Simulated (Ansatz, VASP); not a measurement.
# In2Au (In2Au (Fm-3m)): VASP beside Ansatz, part 2 of 2

One calculation is typed for both programs; each brings its own data sets. How far apart do they land? The cell is taken from a series of runs on this material, whose earlier steps may have relaxed, scaled, displaced or heated it; both programs get it as it stands.

VASP 6.6.1 and Ansatz 0.2.0.

So far: The starting structure; Ansatz: relaxation of cell and atoms, r2SCAN.

## Step 3: VASP: relaxation of cell and atoms, r2SCAN

Level of this step: r2SCAN; plane waves and PAW (In_d, Au) (VASP).

The same cell, functional, mesh and smearing now go to VASP, with its own data sets.

Lines of VASP's logs that name or quote its potential files are left out, and so is its time.

INCAR reads:

```
SYSTEM = In2Au
PREC = Accurate
ENCUT = 550
EDIFF = 1E-07
NELM = 120
ISMEAR = -1
SIGMA = 0.05
LREAL = .FALSE.
ALGO = Normal
METAGGA = R2SCAN
LASPH = .TRUE.
NBANDS = 24
LORBIT = 11
LWAVE = .FALSE.
LCHARG = .FALSE.
ISIF = 3
IBRION = 2
NSW = 80
EDIFFG = -0.005
GGA_COMPAT = .FALSE.
NELMIN = 4
LMIXTAU = .TRUE.
KPAR = 2
```

POSCAR reads:

```
In2Au
1.0
    0.0000000000      3.2879910000      3.2879910000
    3.2879910000      0.0000000000      3.2879910000
    3.2879910000      3.2879910000      0.0000000000
In Au
2 1
Direct
    0.7500000000      0.7500000000      0.7500000000
    0.2500000000      0.2500000000      0.2500000000
    0.0000000000      0.0000000000      0.0000000000
```

KPOINTS reads:

```
Automatic mesh
0
Gamma
10 10 10
0 0 0
```

Potentials, in the order of the species: In_d and Au (PBE family, release 64).

Command:

```sh
> mpirun -np 2 vasp_std
```

Numbers of over 12 decimals in the logs are rounded to 6 here.

Output:

```text
[banner, memory and clock lines left out]
running    2 mpi-ranks, on    1 nodes
 distrk:  each k-point on    1 cores,    2 groups
 distr:  one band on    1 cores,    1 groups

 POSCAR found type information on POSCAR InAu
 POSCAR found :  2 types and       3 ions
|                                                                             |
|               ----> ADVICE to this user running VASP <----                  |
|                                                                             |
|     You enforced a specific xc type in the INCAR file but a different       |
|     [... a line on the potential file left out ...]
|     I HOPE YOU KNOW WHAT YOU ARE DOING!                                     |
|                                                                             |

 LDA part: xc-table for (None), standard interpolation
 POSCAR, INCAR and KPOINTS ok, starting setup
 FFT: planning ... GRIDC
 FFT: planning ... GRID_SOFT
 FFT: planning ... GRID
 WAVECAR not read
 entering main loop
       N       E                     dE             d eps       ncg     rms          rms(c)
DAV:   1     0.253209719408E+03    0.25321E+03   -0.19041E+04  2256   0.213E+03
DAV:   2    -0.770144286770E+02   -0.33022E+03   -0.31976E+03  2368   0.483E+02
DAV:   3    -0.105220062082E+03   -0.28206E+02   -0.27919E+02  2784   0.158E+02
DAV:   4    -0.106018151275E+03   -0.79809E+00   -0.79677E+00  2696   0.274E+01
DAV:   5    -0.106064994251E+03   -0.46843E-01   -0.46842E-01  3720   0.563E+00    0.986E+00
DAV:   6    -0.969165268838E+02    0.91485E+01   -0.96322E+00  2480   0.386E+01    0.634E+00
DAV:   7    -0.965045806893E+02    0.41195E+00   -0.79855E-01  2328   0.998E+00    0.340E+00
DAV:   8    -0.966005857787E+02   -0.96005E-01   -0.54597E-01  2288   0.612E+00    0.152E+00
DAV:   9    -0.966800213578E+02   -0.79436E-01   -0.98954E-02  2288   0.382E+00    0.713E-01
DAV:  10    -0.966721360087E+02    0.78853E-02   -0.39809E-02  2392   0.179E+00    0.369E-01
DAV:  11    -0.966847281058E+02   -0.12592E-01   -0.96518E-03  2400   0.783E-01    0.199E-01
DAV:  12    -0.966837096726E+02    0.10184E-02   -0.19273E-03  3168   0.297E-01    0.248E-01
DAV:  13    -0.966840731968E+02   -0.36352E-03   -0.15162E-04  3072   0.779E-02    0.264E-01
DAV:  14    -0.966845311964E+02   -0.45800E-03   -0.20987E-04  2424   0.110E-01    0.382E-01
DAV:  15    -0.966847990499E+02   -0.26785E-03   -0.16073E-03  2856   0.433E-01    0.552E-02
DAV:  16    -0.966847488311E+02    0.50219E-04   -0.15901E-04  2272   0.993E-02    0.167E-01
DAV:  17    -0.966847860728E+02   -0.37242E-04   -0.23386E-05  2448   0.598E-02    0.896E-02
DAV:  18    -0.966848076004E+02   -0.21528E-04   -0.18939E-05  2928   0.645E-02    0.135E-02
DAV:  19    -0.966848192711E+02   -0.11671E-04   -0.20676E-05  2600   0.487E-02    0.155E-02
DAV:  20    -0.966848188758E+02    0.39535E-06   -0.44657E-06  2288   0.211E-02    0.113E-02
DAV:  21    -0.966848191938E+02   -0.31804E-06   -0.29251E-07  2304   0.531E-03    0.367E-03
DAV:  22    -0.966848193519E+02   -0.15807E-06   -0.55580E-08  1384   0.323E-03    0.247E-03
DAV:  23    -0.966848193457E+02    0.61818E-08   -0.50410E-08  1536   0.226E-03
   1 F= -.96684819E+02 E0= -.96680230E+02  d E =-.966848E+02
 curvature:   0.00 expect dE= 0.000E+00 dE for cont linesearch  0.000E+00
 trial: gam= 0.00000 g(F)=  0.288E-48 g(S)=  0.301E-03 ort = 0.000E+00 (trialstep = 0.100E+01)
 search vector abs. value=  0.301E-03
 bond charge predicted
       N       E                     dE             d eps       ncg     rms          rms(c)
DAV:   1    -0.966913938042E+02   -0.65745E-02   -0.14823E-01  2664   0.575E+00    0.546E-01
DAV:   2    -0.966853354504E+02    0.60584E-02   -0.15476E-02  2728   0.176E+00    0.171E-01
DAV:   3    -0.966849039202E+02    0.43153E-03   -0.11628E-03  2752   0.542E-01    0.860E-02
DAV:   4    -0.966847866112E+02    0.11731E-03   -0.72476E-04  2624   0.327E-01    0.447E-02
DAV:   5    -0.966848971159E+02   -0.11050E-03   -0.13618E-04  2280   0.103E-01    0.422E-02
DAV:   6    -0.966848375599E+02    0.59556E-04   -0.79456E-05  2280   0.645E-02    0.259E-02
DAV:   7    -0.966848935350E+02   -0.55975E-04   -0.16136E-05  2312   0.358E-02    0.796E-03
DAV:   8    -0.966849003322E+02   -0.67971E-05   -0.11184E-05  2328   0.230E-02    0.505E-03
DAV:   9    -0.966849006856E+02   -0.35343E-06   -0.58320E-06  2392   0.268E-02    0.334E-03
DAV:  10    -0.966849022707E+02   -0.15851E-05   -0.35813E-06  2312   0.208E-02    0.637E-04
DAV:  11    -0.966849028846E+02   -0.61398E-06   -0.10268E-07  1896   0.342E-03    0.530E-04
DAV:  12    -0.966849026988E+02    0.18580E-06   -0.13139E-08  1152   0.155E-03    0.203E-04
DAV:  13    -0.966849028660E+02   -0.16720E-06   -0.64670E-09  1152   0.117E-03    0.571E-04
DAV:  14    -0.966849026546E+02    0.21146E-06   -0.15067E-08  1152   0.169E-03    0.576E-05
DAV:  15    -0.966849026528E+02    0.17808E-08   -0.17524E-09  1152   0.567E-04
   2 F= -.96684903E+02 E0= -.96680385E+02  d E =-.833071E-04
 trial-energy change:   -0.000083  1 .order   -0.000075   -0.000301    0.000151
 step:   0.6896(harm=  0.6661)  dis= 0.00000  next Energy=   -96.684926 (dE=-0.106E-03)
 bond charge predicted
       N       E                     dE             d eps       ncg     rms          rms(c)
DAV:   1    -0.966855525939E+02   -0.64994E-03   -0.14338E-02  2664   0.180E+00    0.169E-01
DAV:   2    -0.966849777196E+02    0.57487E-03   -0.14732E-03  2744   0.543E-01    0.532E-02
DAV:   3    -0.966849300985E+02    0.47621E-04   -0.11283E-04  2752   0.168E-01    0.271E-02
DAV:   4    -0.966849161185E+02    0.13980E-04   -0.71321E-05  2616   0.102E-01    0.133E-02
DAV:   5    -0.966849243915E+02   -0.82730E-05   -0.14451E-05  2280   0.334E-02    0.126E-02
DAV:   6    -0.966849199897E+02    0.44018E-05   -0.77339E-06  2264   0.201E-02    0.791E-03
DAV:   7    -0.966849228773E+02   -0.28876E-05   -0.12607E-06  2352   0.101E-02    0.240E-03
DAV:   8    -0.966849241795E+02   -0.13022E-05   -0.11179E-06  1912   0.742E-03    0.148E-03
DAV:   9    -0.966849235143E+02    0.66517E-06   -0.44776E-07  1960   0.715E-03    0.756E-04
DAV:  10    -0.966849242815E+02   -0.76725E-06   -0.25344E-07  1888   0.576E-03    0.190E-04
DAV:  11    -0.966849240948E+02    0.18676E-06   -0.14522E-08  1152   0.176E-03    0.115E-04
DAV:  12    -0.966849241632E+02   -0.68457E-07   -0.29716E-09  1152   0.753E-04
   3 F= -.96684924E+02 E0= -.96680384E+02  d E =-.104818E-03
 curvature:  -0.33 expect dE=-0.141E-06 dE for cont linesearch -0.141E-06
 trial: gam= 0.00000 g(F)=  0.109E-49 g(S)=  0.426E-06 ort =-0.113E-04 (trialstep = 0.938E+00)
 search vector abs. value=  0.427E-06
 reached required accuracy - stopping structural energy minimisation
```

Parts of OUTCAR (step 3):

```text
ion  position               nearest neighbor table
   1  0.750  0.750  0.750-   3 2.85   3 2.85   3 2.85   3 2.85   2 3.29   2 3.29   2 3.29   2 3.29
                             2 3.29   2 3.29
   2  0.250  0.250  0.250-   3 2.85   3 2.85   3 2.85   3 2.85   1 3.29   1 3.29   1 3.29   1 3.29
                             1 3.29   1 3.29
   3  0.000  0.000  0.000-   1 2.85   1 2.85   1 2.85   1 2.85   2 2.85   2 2.85   2 2.85   2 2.85

  LATTYP: Found a face centered cubic cell.
 ALAT       =     6.5759820000

 Subroutine GETGRP returns: Found 48 space group operations
 (whereof 48 operations were pure point group operations)

The static configuration has the point symmetry O_h .

 Found     47 irreducible k-points:

   k-points           NKPTS =     47   k-points in BZ     NKDIM =     47   number of bands    NBANDS=     24

   dimension x,y,z NGX =    36 NGY =   36 NGZ =   36
   dimension x,y,z NGXF=    72 NGYF=   72 NGZF=   72

   ENCUT  =  550.0 eV  40.42 Ry    6.36 a.u.   8.89  8.89  8.89*2*pi/ulx,y,z

   NELECT =      37.0000    total number of electrons

 k-points in reciprocal lattice and weights: Automatic mesh
   0.00000000  0.00000000  0.00000000       0.001
   0.10000000  0.00000000  0.00000000       0.008
   0.20000000  0.00000000  0.00000000       0.008
   0.30000000  0.00000000  0.00000000       0.008
   0.40000000  0.00000000  0.00000000       0.008
   0.50000000  0.00000000  0.00000000       0.004
   0.10000000  0.10000000  0.00000000       0.006
   0.20000000  0.10000000  0.00000000       0.024
   0.30000000  0.10000000  0.00000000       0.024
[...]
-0.30000000  0.40000000  0.20000000       0.024
  -0.30000000  0.50000000  0.20000000       0.012

 average (electrostatic) potential at core
       1 -99.2432       2 -99.2432       3 -72.2068

 E-fermi :   7.6823

 k-point     1 :       0.0000    0.0000    0.0000
  band No.  band energies     occupation
    ...
     12       1.8511      2.00000
     13       1.8511      2.00000
     14       1.8511      2.00000
     15       2.6932      2.00000
     16       2.6932      2.00000
     17       8.1406      0.00021
     18      10.8380      0.00000
     19      10.8380      0.00000
     20      10.8380      0.00000
     21      11.4607      0.00000
    ...

 k-point     2 :       0.1000    0.0000    0.0000
  band No.  band energies     occupation
    ...
     12       1.7741      2.00000
     13       1.8844      2.00000
     14       1.8844      2.00000
     15       2.6810      2.00000
     16       2.6810      2.00000
     17       7.8563      0.05975
     18       9.5332      0.00000
     19      10.3038      0.00000
     20      10.3038      0.00000
     21      11.6124      0.00000
    ...

 k-point     3 :       0.2000    0.0000    0.0000
  band No.  band energies     occupation
    ...
     13       1.9677      2.00000
     14       1.9677      2.00000
     15       2.6565      2.00000
     16       2.6565      2.00000
     17       6.4692      2.00000
     18       9.1151      0.00000
     19       9.6192      0.00000
     20       9.6192      0.00000
     21      11.6912      0.00000
     22      11.9986      0.00000
    ...

  Total        0.0029731      0.0029731      0.0029731     -0.0000000      0.0000000     -0.0000000
  in kB        0.0671791      0.0671791      0.0671791     -0.0000000      0.0000000     -0.0000000
  external PRESSURE =       0.0671791 kB  Pullay stress =       0.0000000 kB

  energy-cutoff  :      550.00
  volume of cell :       70.91
      direct lattice vectors                 reciprocal lattice vectors
    -0.000000000  3.285111196  3.285111196    -0.152201850  0.152201850  0.152201850
     3.285111196  0.000000000  3.285111196     0.152201850 -0.152201850  0.152201850
     3.285111196  3.285111196  0.000000000     0.152201850  0.152201850 -0.152201850

 POSITION                                       TOTAL-FORCE (eV/Angst)
 -----------------------------------------------------------------------------------
      4.92767      4.92767      4.92767         0.000000      0.000000     -0.000000
      1.64256      1.64256      1.64256        -0.000000     -0.000000      0.000000
     -0.00000      0.00000      0.00000        -0.000000     -0.000000     -0.000000
 -----------------------------------------------------------------------------------
    total drift:                                0.000000      0.000000      0.000000

  FREE ENERGIE OF THE ION-ELECTRON SYSTEM (eV)
  ---------------------------------------------------
  free  energy   TOTEN  =       -96.6849241632 eV

  energy  without entropy=      -96.6758433536  energy(sigma->0) =      -96.68038376

 reached required accuracy - stopping structural energy minimisation

 total charge
# of ion       s       p       d       tot
------------------------------------------
    1        0.876   0.656   9.874  11.407
    2        0.876   0.656   9.874  11.407
    3        0.683   0.461   8.642   9.787
--------------------------------------------------
tot          2.436   1.774  28.391  32.601

[... 3 further parts left out ...]
```

CONTCAR:

```
In2Au
   1.00000000000000
    -0.0000000000000000    3.2851111964088702    3.2851111964088702
     3.2851111964088702    0.0000000000000000    3.2851111964088702
     3.2851111964088702    3.2851111964088702    0.0000000000000000
  In              Au
     2     1
Direct
     0.7500000000000000    0.7500000000000000    0.7500000000000000
     0.2500000000000000    0.2500000000000000    0.2500000000000000
     0.0000000000000000    0.0000000000000000    0.0000000000000000
```

This run has no spin polarisation. Its electron count is odd, so without a moment it is a metal by construction. The PAW data sets were made with PBE, which is usual practice but a small mismatch for other functionals. The run keeps the 48 symmetry operations of its start, so it cannot find a distortion of lower symmetry.

## Step 4: Side by side

Known differences besides the potentials themselves: VASP keeps PBE cores, Ansatz makes them for the functional; the data sets hold 45 valence electrons in Ansatz (on its PAW soft_1 files) and 37 in VASP; the cutoff is 500 eV in Ansatz and 550 eV in VASP; Ansatz adds a Pulay correction to the stress that steers its cell, VASP none. Total energies have different zeros and are not compared.

Compared:

```csv
quantity,Ansatz,VASP,difference
volume (Å³),70.80,70.91,-0.14 %
"edge a after relaxation, in the typed setting (Å)",4.644,4.646,-0.05 %
```

## Step 5: Outcome

* difference in volume (relaxation of cell and atoms, r2SCAN): -0.14 %

What this shows: The difference in volume is -0.14 % (relaxation of cell and atoms, r2SCAN), within the 1.2 % picked in this series as the mark of a large difference, as far as the stopping tolerances let one tell. The data sets hold unlike numbers of valence electrons (45 in Ansatz and 37 in VASP), so part of the differences may come from the potentials. How closely two codes agree says nothing of how well the functional describes the real material.

[Lines on the potential files, build, host, timing and source positions are cut from VASP's logs without a mark.]

[Logs are printed without paths, hosts, clocks, repeated set-up lines and the standing remarks that a program may print on its own settings, such as how far it seeks lower states.]

[Hosts, paths, dates, database ids (printed as entryN), source tags and the programs' standing remarks are cut or masked in the printed files.]
